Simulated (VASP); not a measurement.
```
CELL_PARAMETERS angstrom
      5.11399     0.00000     0.00000
      0.00000     3.58484     0.00000
     -1.20118     0.00000     9.05401
ATOMIC_POSITIONS crystal
  Hf 0.28558 0.75000 0.65136
  Hf 0.71442 0.25000 0.34864
  S  0.87573 0.75000 0.17818
  S  0.12427 0.25000 0.82182
  S  0.23770 0.25000 0.44810
  S  0.76230 0.75000 0.55190
  S  0.52716 0.25000 0.82195
  S  0.47284 0.75000 0.17805
```

Computed with LDA (Ceperley-Alder, Perdew-Zunger), VASP's LDA PAW potentials (set 64) (plane waves; VASP). Settings: 300 eV cut-off, 4×5×2 Γ-centred mesh, Gaussian smearing of 0.010 eV, potentials Hf_pv S.

At this cut-off the stress carries a Pulay error, which pulls relaxed volumes low.

Q: What does the run give for the energy per atom (σ→0), pressure, largest force?

A: 
```json
{
 "energy per atom (σ→0)": "-7.452 eV/atom",
 "pressure": "-3.64 GPa",
 "largest_force": "0.266 eV/Å"
}
```

The absolute energy has meaning only against runs of the same code, potentials and settings.

The structure comes from a computed database's HfS3 entry; how it stands against other phases isn't given here. The cell was not relaxed at this level.
